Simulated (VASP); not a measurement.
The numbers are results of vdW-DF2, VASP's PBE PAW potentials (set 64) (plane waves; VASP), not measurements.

VASP input:

**KPOINTS**
```
kpoints
0
G
  11 11 7
```

**INCAR**
```
SYSTEM = Y
PREC = Accurate
ENCUT = 520
EDIFF = 1E-7
NELM = 100
ALGO = Normal
LREAL = .FALSE.
LASPH = .TRUE.
ISMEAR = 1
SIGMA = 0.1
GGA = ML
ZAB_VDW = -1.8867
LUSE_VDW = .TRUE.
AGGAC = 0.0
LMAXMIX = 4
LWAVE = .FALSE.
LCHARG = .FALSE.
ISIF = 4
IBRION = 2
NSW = 30
EDIFFG = -0.01
```

**POSCAR**
```
Y
1
    1.8289477075    -3.1678306374     0.0000000000
    1.8289477075     3.1678306374     0.0000000000
    0.0000000000     0.0000000000     5.6470930342
Y
2
Direct
  0.3333330000   0.6666670000   0.2500000000
  0.6666670000   0.3333330000   0.7500000000
```

POTCAR, in this order: Y_sv (PBE.64 set). Program: vasp_std.

The run wrote:

**OSZICAR**
```
       N       E                     dE             d eps       ncg     rms          rms(c)
DAV:   1     0.940732981334E+02    0.94073E+02   -0.11612E+04  1928   0.139E+03
DAV:   2     0.833705195585E+00   -0.93240E+02   -0.92291E+02  2368   0.284E+02
DAV:   3    -0.712041451633E+01   -0.79541E+01   -0.78600E+01  3681   0.484E+01
DAV:   4    -0.727422732057E+01   -0.15381E+00   -0.15371E+00  2173   0.808E+00
DAV:   5    -0.727826981871E+01   -0.40425E-02   -0.40425E-02  2908   0.997E-01    0.325E+01
DAV:   6    -0.705509655123E+01    0.22317E+00   -0.37417E-01  1948   0.469E+00    0.200E+01
DAV:   7    -0.704756307255E+01    0.75335E-02   -0.69425E-01  2520   0.612E+00    0.175E+00
DAV:   8    -0.704267636177E+01    0.48867E-02   -0.15066E-01  2368   0.246E+00    0.125E+00
DAV:   9    -0.704138382253E+01    0.12925E-02   -0.32640E-03  2891   0.430E-01    0.323E-01
DAV:  10    -0.704149894176E+01   -0.11512E-03   -0.16857E-03  2065   0.431E-01    0.313E-01
DAV:  11    -0.704146079449E+01    0.38147E-04   -0.11380E-04  2278   0.948E-02    0.783E-02
DAV:  12    -0.704147086108E+01   -0.10067E-04   -0.12032E-05  2482   0.340E-02    0.191E-02
DAV:  13    -0.704147645520E+01   -0.55941E-05   -0.41231E-06  2778   0.195E-02    0.535E-03
DAV:  14    -0.704147639427E+01    0.60935E-07   -0.99139E-08  1842   0.305E-03
   1 F= -.70414764E+01 E0= -.70405878E+01  d E =-.704148E+01
       N       E                     dE             d eps       ncg     rms          rms(c)
DAV:   1    -0.704400568094E+01   -0.25292E-02   -0.12227E-01  1920   0.283E+00    0.246E-01
DAV:   2    -0.704263401085E+01    0.13717E-02   -0.36748E-03  2095   0.431E-01    0.139E-01
DAV:   3    -0.704205377049E+01    0.58024E-03   -0.16698E-03  2487   0.292E-01    0.763E-02
DAV:   4    -0.704205954571E+01   -0.57752E-05   -0.51116E-05  2410   0.538E-02    0.301E-02
DAV:   5    -0.704205664033E+01    0.29054E-05   -0.13928E-05  2466   0.289E-02    0.373E-03
DAV:   6    -0.704205666384E+01   -0.23515E-07   -0.47629E-07  2443   0.517E-03
   2 F= -.70420567E+01 E0= -.70412064E+01  d E =-.580270E-03
       N       E                     dE             d eps       ncg     rms          rms(c)
DAV:   1    -0.704328180698E+01   -0.12252E-02   -0.67482E-02  1920   0.210E+00    0.182E-01
DAV:   2    -0.704251895257E+01    0.76285E-03   -0.20328E-03  2074   0.320E-01    0.105E-01
DAV:   3    -0.704219936222E+01    0.31959E-03   -0.92779E-04  2466   0.217E-01    0.585E-02
DAV:   4    -0.704220283597E+01   -0.34737E-05   -0.28599E-05  2347   0.403E-02    0.227E-02
DAV:   5    -0.704220130240E+01    0.15336E-05   -0.81366E-06  2459   0.220E-02    0.280E-03
DAV:   6    -0.704220131985E+01   -0.17449E-07   -0.27073E-07  2163   0.396E-03
   3 F= -.70422013E+01 E0= -.70413656E+01  d E =-.724926E-03
```

OUTCAR:
```
------------------------ aborting loop because EDIFF is reached ----------------------------------------
  FORCE on cell =-STRESS in cart. coord.  units (eV):
  Direction    XX          YY          ZZ          XY          YZ          ZX
  --------------------------------------------------------------------------------------
  Total        0.5835342      0.5835343      0.5912481      0.0000000     -0.0000000      0.0000000
  in kB       14.2875809     14.2875836     14.4764531      0.0000000     -0.0000000      0.0000000
  external PRESSURE =      14.3505392 kB  Pullay stress =       0.0000000 kB
  volume of cell :       65.44
      direct lattice vectors                 reciprocal lattice vectors
     1.823228973 -3.157925510  0.000000000     0.274238731 -0.158331790 -0.000000000
     1.823228973  3.157925510  0.000000000     0.274238731  0.158331790  0.000000000
     0.000000000 -0.000000000  5.682573882    -0.000000000 -0.000000000  0.175976595
 POSITION                                       TOTAL-FORCE (eV/Angst)
 -----------------------------------------------------------------------------------
      1.82323      1.05264      1.42064         0.000000     -0.000000     -0.000000
      1.82323     -1.05264      4.26193         0.000000      0.000000      0.000000
 -----------------------------------------------------------------------------------
    total drift:                               -0.000067      0.000524     -0.000010
  FREE ENERGIE OF THE ION-ELECTRON SYSTEM (eV)
  ---------------------------------------------------
  free  energy   TOTEN  =        -7.0422013198 eV

  energy  without entropy=       -7.0396941079  energy(sigma->0) =       -7.04136558

 reached required accuracy - stopping structural energy minimisation
```
(Selected blocks of OUTCAR.)

**CONTCAR**
```
Y
   1.00000000000000
     1.8232289726061597   -3.1579255095393450    0.0000000000000000
     1.8232289726061597    3.1579255095393450    0.0000000000000000
     0.0000000000000000   -0.0000000000000000    5.6825738817428899
  Y
     2
Direct
     0.3333330000000032    0.6666669999999968    0.2500000000000000
     0.6666669999999968    0.3333330000000032    0.7500000000000000
```

The compound is Y in the hcp structure. This cell is one point of a volume scan, at 0.97 of the reference volume. Symmetry was kept, so distortions that lower it aren't found.
